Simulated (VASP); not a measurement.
Consider the following.

```
Cd2Tm
1.0
    4.84033     0.00000     0.00000
   -2.42016     4.19185     0.00000
    0.00000     0.00000     3.32126
Tm Cd
1 2
Direct
  0.00000   0.00000   0.00000
  0.33333   0.66667   0.50000
  0.66667   0.33333   0.50000
```

These are PBEsol GGA, VASP's PBE PAW potentials (set 64) (plane waves; VASP) values and carry that method's errors. Settings: 480 eV cut-off, 8×8×8 Γ-centred mesh, first-order Methfessel-Paxton smearing of 0.10 eV, potentials Tm_3 Cd.

The 4f electrons are frozen in the core of the lanthanide potential, so 4f levels, which can set the real gap, and their magnetism are missing.

Problem. What does the run give for the energy per atom (σ→0), band gap (on the k-mesh) with the smallest direct gap where there is one?

Solution. 
```yaml
band gap (on the k-mesh): none (metal, semimetal or under 0.01 eV)
energy per atom (σ→0): -266.8 kJ/mol of atoms
```

The structure comes from a computed database's TmCd2 entry (P6/mmm); how it stands against other phases isn't given here. It was relaxed first. The electron count is odd and the run is not spin-polarised, which forces a metal.
